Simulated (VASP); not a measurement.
Here is the system:

```yaml
crystal:
  lattice:
    - [0.00000, 2.65658, 2.65658]
    - [2.65658, 0.00000, 2.65658]
    - [2.65658, 2.65658, 0.00000]
  atoms:
    - { symbol: Co, position: [0.00000, 0.00000, 0.00000] }
    - { symbol: Si, position: [0.25000, 0.25000, 0.25000] }
    - { symbol: Si, position: [0.75000, 0.75000, 0.75000] }
```

Computed with PBEsol GGA, VASP's PBE PAW potentials (set 64) (plane waves; VASP 6.6.1). Settings: PREC = Normal, EDIFF = 1E-5, 400 eV cut-off, 13×13×13 Γ-centred mesh, first-order Methfessel-Paxton smearing of 0.10 eV, potentials Co Si.

Problem. Give the stress tensor in GPa (positive for a compressed cell).

Solution. 
```
-1.67   0.00   0.00
 0.00  -1.67   0.00
 0.00   0.00  -1.67
```
The pressure is its mean diagonal, -1.67 GPa.

The compound is CoSi2 in the fluorite structure. It was relaxed first. The run is not spin-polarised, so no magnetic state was tried. The electron count is odd and the run is not spin-polarised, which forces a metal.
